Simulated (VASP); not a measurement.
Output of a VASP run:

OSZICAR:
```
...
RMM:   3    -0.349222312686E+03   -0.58283E-03   -0.71748E-03   659   0.179E-01    0.685E-02
RMM:   4    -0.349222375313E+03   -0.62627E-04   -0.10548E-03   683   0.767E-02    0.367E-02
RMM:   5    -0.349222387807E+03   -0.12494E-04   -0.19279E-04   644   0.322E-02    0.101E-02
RMM:   6    -0.349222392543E+03   -0.47366E-05   -0.50876E-05   487   0.154E-02
   5 F= -.34922239E+03 E0= -.34920464E+03  d E =-.224720E+00  mag=     1.0000
       N       E                     dE             d eps       ncg     rms          rms(c)
DAV:   1    -0.349257148932E+03   -0.34761E-01   -0.81454E-01   656   0.172E+00    0.487E-01
RMM:   2    -0.349261674539E+03   -0.45256E-02   -0.50717E-02   640   0.498E-01    0.184E-01
RMM:   3    -0.349262328985E+03   -0.65445E-03   -0.86574E-03   652   0.226E-01    0.873E-02
RMM:   4    -0.349262411320E+03   -0.82335E-04   -0.14551E-03   655   0.997E-02    0.424E-02
RMM:   5    -0.349262438811E+03   -0.27490E-04   -0.33280E-04   694   0.458E-02    0.159E-02
RMM:   6    -0.349262445607E+03   -0.67965E-05   -0.71908E-05   560   0.193E-02
   6 F= -.34926245E+03 E0= -.34924469E+03  d E =-.400531E-01  mag=     1.0000
       N       E                     dE             d eps       ncg     rms          rms(c)
DAV:   1    -0.349266748378E+03   -0.43096E-02   -0.24885E-01   720   0.953E-01    0.271E-01
RMM:   2    -0.349268145795E+03   -0.13974E-02   -0.15673E-02   640   0.277E-01    0.102E-01
RMM:   3    -0.349268347853E+03   -0.20206E-03   -0.26783E-03   652   0.126E-01    0.483E-02
RMM:   4    -0.349268374337E+03   -0.26484E-04   -0.45663E-04   655   0.556E-02    0.238E-02
RMM:   5    -0.349268382872E+03   -0.85354E-05   -0.10385E-04   655   0.256E-02    0.935E-03
RMM:   6    -0.349268384955E+03   -0.20825E-05   -0.21651E-05   408   0.112E-02
   7 F= -.34926838E+03 E0= -.34925063E+03  d E =-.459924E-01  mag=     1.0000
       N       E                     dE             d eps       ncg     rms          rms(c)
DAV:   1    -0.349273943365E+03   -0.55605E-02   -0.17443E-01   688   0.785E-01    0.225E-01
RMM:   2    -0.349274883477E+03   -0.94011E-03   -0.10709E-02   640   0.228E-01    0.853E-02
RMM:   3    -0.349275001433E+03   -0.11796E-03   -0.18859E-03   652   0.104E-01    0.394E-02
RMM:   4    -0.349275021541E+03   -0.20108E-04   -0.33276E-04   680   0.462E-02    0.212E-02
RMM:   5    -0.349275025486E+03   -0.39451E-05   -0.59330E-05   570   0.191E-02
   8 F= -.34927503E+03 E0= -.34925731E+03  d E =-.664053E-02  mag=     1.0000
       N       E                     dE             d eps       ncg     rms          rms(c)
DAV:   1    -0.349275344134E+03   -0.32259E-03   -0.17973E-02   720   0.253E-01    0.722E-02
RMM:   2    -0.349275445494E+03   -0.10136E-03   -0.11347E-03   640   0.744E-02    0.275E-02
RMM:   3    -0.349275460027E+03   -0.14533E-04   -0.20657E-04   652   0.344E-02    0.133E-02
RMM:   4    -0.349275462453E+03   -0.24261E-05   -0.35357E-05   461   0.154E-02
   9 F= -.34927546E+03 E0= -.34925776E+03  d E =-.707750E-02  mag=     1.0000
       N       E                     dE             d eps       ncg     rms          rms(c)
DAV:   1    -0.349276603633E+03   -0.11436E-02   -0.31374E-02   688   0.342E-01    0.889E-02
RMM:   2    -0.349276763949E+03   -0.16032E-03   -0.18086E-03   640   0.930E-02    0.356E-02
RMM:   3    -0.349276786873E+03   -0.22924E-04   -0.31668E-04   652   0.429E-02    0.166E-02
RMM:   4    -0.349276790547E+03   -0.36746E-05   -0.57822E-05   565   0.193E-02
  10 F= -.34927679E+03 E0= -.34925914E+03  d E =-.132809E-02  mag=     1.0000
```

File OUTCAR:
```
------------------------ aborting loop because EDIFF is reached ----------------------------------------
  FORCE on cell =-STRESS in cart. coord.  units (eV):
  Direction    XX          YY          ZZ          XY          YZ          ZX
  --------------------------------------------------------------------------------------
  Total       -4.0895957     -4.0803158     -3.9946532     -1.3990185     -0.4752225     -0.5855395
  in kB       -5.0082664     -4.9969019     -4.8919964     -1.7132885     -0.5819746     -0.7170728
  external PRESSURE =      -4.9657216 kB  Pullay stress =       0.0000000 kB
  volume of cell :     1308.29
      direct lattice vectors                 reciprocal lattice vectors
    10.937074700  0.000000000  0.000000000     0.091432127  0.000000000  0.000000000
     0.000000000 10.937074700  0.000000000     0.000000000  0.091432127  0.000000000
     0.000000000  0.000000000 10.937074700     0.000000000  0.000000000  0.091432127
 POSITION                                       TOTAL-FORCE (eV/Angst)
 -----------------------------------------------------------------------------------
      5.46794      0.00038      0.00148        -0.003941     -0.000944      0.007478
      6.84197      1.35180      1.35575         0.007583     -0.000484     -0.003770
      8.20512      2.72995     10.93681        -0.000039      0.003849     -0.009316
      9.58613      4.09625      1.35537         0.003301     -0.006752     -0.000344
      8.20544     10.93582      2.73175         0.000939     -0.011839     -0.000197
      9.58805      1.35200      4.09755        -0.000190     -0.000787      0.000642
     10.93643     10.93601     10.93444         0.002610      0.001134      0.005223
      1.36897      1.36913      1.37022        -0.016599     -0.014861     -0.017039
      2.73227      2.73184      0.00131        -0.002065      0.001687      0.004336
      4.10304      4.10254      1.36261        -0.002357      0.004633      0.007354
      5.46733      5.46698      0.00029         0.001073      0.003561     -0.000013
      6.83659      6.83678      1.35891        -0.004617     -0.001470      0.011591
      8.20498      8.20514     10.93608         0.000675      0.000380      0.009258
      9.56954      9.56983      1.37011         0.014498      0.014467     -0.010513
      2.73241      0.00304      2.73194        -0.004035      0.003879      0.001372
      4.10375      1.36209      4.10439        -0.002891      0.005573      0.002921
      5.45721      2.69743      2.69567        -0.007084     -0.011335     -0.003907
      6.98798      3.95609      3.95626        -0.006270     -0.009683     -0.004741
      8.24316      5.48428      2.69374        -0.004253     -0.000775      0.002816
      9.58038      6.83765      4.10475        -0.005317     -0.002162      0.000387
      5.46778      0.00012      5.46623         0.000447     -0.000715      0.002757
      6.83493      1.35944      6.83664         0.000033      0.012205     -0.002130
      8.24347      2.69402      5.48102         0.002187      0.000609     -0.001332
      9.58135      4.10190      6.83826        -0.011700      0.005847     -0.002669
      8.20370      0.00145      8.20357         0.000199      0.005428      0.002845
      9.56952      1.36859      9.57077         0.012326     -0.006235      0.014407
     10.93488      5.46774      0.00273        -0.001073     -0.000482      0.000858
      1.35088      6.84263      1.35461         0.001676      0.006280      0.000189
      2.73046      8.20605      0.00004         0.000999     -0.001726     -0.012113
      4.09579      9.58898      1.35435        -0.001503     -0.000376      0.002042
      0.00177      2.73190      2.73118         0.002580     -0.001645      0.001029
      1.35981      4.10314      4.10378         0.007456      0.002145      0.001159
      2.69567      5.45604      2.69419        -0.009502     -0.008057     -0.002781
      3.95234      6.98937      3.95294         0.004046     -0.007530      0.005276
      5.48333      8.24349      2.69266        -0.004733      0.000748     -0.001532
      6.83695      9.57989      4.10499        -0.004687     -0.007266      0.000469
     10.93422     10.93595      5.46639         0.002857     -0.000476      0.001287
      1.34997      1.34962      6.84351        -0.001214      0.001801      0.004426
      2.69271      2.69374      5.45498        -0.002244     -0.001204      0.004632
      3.94385      3.94901      6.99698         0.017629      0.002645     -0.018444
      6.98815      6.98696      6.99476         0.001600      0.009377     -0.012279
      8.24073      8.24019      5.45590         0.005662      0.004073      0.001902
      9.58544      9.58740      6.84376         0.003940      0.008232      0.008496
      2.73184     10.93585      8.20427        -0.001464     -0.008086      0.002887
      4.09626      1.35044      9.59097        -0.003608     -0.001022      0.001674
      5.48097      2.69246      8.24409        -0.004738      0.002504     -0.003181
      6.83609      4.10112      9.58369        -0.002464      0.006781     -0.010561
      8.24454      5.45282      8.24483        -0.005693      0.003283      0.000121
      9.58891      6.84260      9.59022         0.001046      0.003188      0.003800
     10.93646      8.20619      2.73165        -0.013306     -0.001269     -0.000232
      1.35102      9.58996      4.09777         0.000523      0.001204      0.003980
     10.93685      5.46756      5.46633        -0.000588     -0.000579      0.006917
      1.35709      6.83739      6.83669         0.016847     -0.002872     -0.001444
      2.69359      8.24413      5.48006        -0.004964      0.003899      0.005361
      4.10291      9.58068      6.83784         0.002205     -0.009258     -0.004248
     10.93687      2.73103      8.20489        -0.009184      0.002412      0.003892
...
```
(Selected blocks of OUTCAR.)

### POSCAR
```
BiSi63
1
   10.9370747000     0.0000000000     0.0000000000
    0.0000000000    10.9370747000     0.0000000000
   -0.0000000000    -0.0000000000    10.9370747000
Si Bi
63 1
Direct
  0.5000000000   0.0000000000   0.0000000000
  0.6250000000   0.1250000000   0.1250000000
  0.7500000000   0.2500000000   0.0000000000
  0.8750000000   0.3750000000   0.1250000000
  0.7500000000   0.0000000000   0.2500000000
  0.8750000000   0.1250000000   0.3750000000
  0.0000000000   0.0000000000   0.0000000000
  0.1250000000   0.1250000000   0.1250000000
  0.2500000000   0.2500000000   0.0000000000
  0.3750000000   0.3750000000   0.1250000000
  0.5000000000   0.5000000000   0.0000000000
  0.6250000000   0.6250000000   0.1250000000
  0.7500000000   0.7500000000   0.0000000000
  0.8750000000   0.8750000000   0.1250000000
  0.2500000000   0.0000000000   0.2500000000
  0.3750000000   0.1250000000   0.3750000000
  0.5000000000   0.2500000000   0.2500000000
  0.6254290000   0.3793020000   0.3786580000
  0.7500000000   0.5000000000   0.2500000000
  0.8750000000   0.6250000000   0.3750000000
  0.5000000000   0.0000000000   0.5000000000
  0.6250000000   0.1250000000   0.6250000000
  0.7500000000   0.2500000000   0.5000000000
  0.8750000000   0.3750000000   0.6250000000
  0.7500000000   0.0000000000   0.7500000000
  0.8750000000   0.1250000000   0.8750000000
  0.0000000000   0.5000000000   0.0000000000
  0.1250000000   0.6250000000   0.1250000000
  0.2500000000   0.7500000000   0.0000000000
  0.3750000000   0.8750000000   0.1250000000
  0.0000000000   0.2500000000   0.2500000000
  0.1250000000   0.3750000000   0.3750000000
  0.2500000000   0.5000000000   0.2500000000
  0.3759740000   0.6267570000   0.3753710000
  0.5000000000   0.7500000000   0.2500000000
  0.6250000000   0.8750000000   0.3750000000
  0.0000000000   0.0000000000   0.5000000000
  0.1250000000   0.1250000000   0.6250000000
  0.2500000000   0.2500000000   0.5000000000
  0.3761170000   0.3793120000   0.6265250000
  0.6228090000   0.6212300000   0.6266010000
  0.7500000000   0.7500000000   0.5000000000
  0.8750000000   0.8750000000   0.6250000000
  0.2500000000   0.0000000000   0.7500000000
  0.3750000000   0.1250000000   0.8750000000
  0.5000000000   0.2500000000   0.7500000000
  0.6250000000   0.3750000000   0.8750000000
  0.7500000000   0.5000000000   0.7500000000
  0.8750000000   0.6250000000   0.8750000000
  0.0000000000   0.7500000000   0.2500000000
  0.1250000000   0.8750000000   0.3750000000
  0.0000000000   0.5000000000   0.5000000000
  0.1250000000   0.6250000000   0.6250000000
  0.2500000000   0.7500000000   0.5000000000
  0.3750000000   0.8750000000   0.6250000000
  0.0000000000   0.2500000000   0.7500000000
  0.1250000000   0.3750000000   0.8750000000
  0.2500000000   0.5000000000   0.7500000000
  0.3750000000   0.6250000000   0.8750000000
  0.5000000000   0.7500000000   0.7500000000
  0.6250000000   0.8750000000   0.8750000000
  0.0000000000   0.7500000000   0.7500000000
  0.1250000000   0.8750000000   0.8750000000
  0.4995110000   0.4974630000   0.5035510000
```

Question: Reconstruct the remaining input files.

Answer: This is not unique; one that fits is the input of the run itself, PBE GGA, plane waves, VASP's PBE PAW potentials (set 64).

**INCAR**
```
# general
SYSTEM  = BiSi63
PREC    = Normal
ENCUT   = 400
LREAL   = Auto   # projection in real space or not
LASPH   = T
ISYM    = 0
NELECT  = 255.0

# electronic loop
EDIFF   = 1E-5   # SCF stop (eV)
NELM    = 100   # most electronic steps
NELMIN  = 4
ALGO    = Fast   # Davidson, then RMM-DIIS
LMAXMIX = 4   # l cut-off of mixed one-centre charges

# smearing
ISMEAR  = 0
SIGMA   = 0.05   # width (eV)

# functional
GGA     = PE

# spin
ISPIN   = 2   # spin-polarised
MAGMOM  = 64*0.0156
NUPDOWN = 1

# ions
IBRION  = 2   # conjugate gradients
NSW     = 60
ISIF    = 2
EDIFFG  = -0.03   # ionic stop

# output
LWAVE   = F
LCHARG  = F
LORBIT  = 10
```

KPOINTS:
```
kpoints
0
Gamma
  1 1 1
```

POTCAR, in this order: Si Bi (PBE.64 set). Program: vasp_gam.

The cell is charged, with a uniform compensating background. The supercell is sampled at Γ alone, which is coarse: total energies, pressure and levels can be off, energies of defects by several tenths of an eV.

The cell is a supercell with a defect, built from Si (diamond): Bi_Si, charge +2.
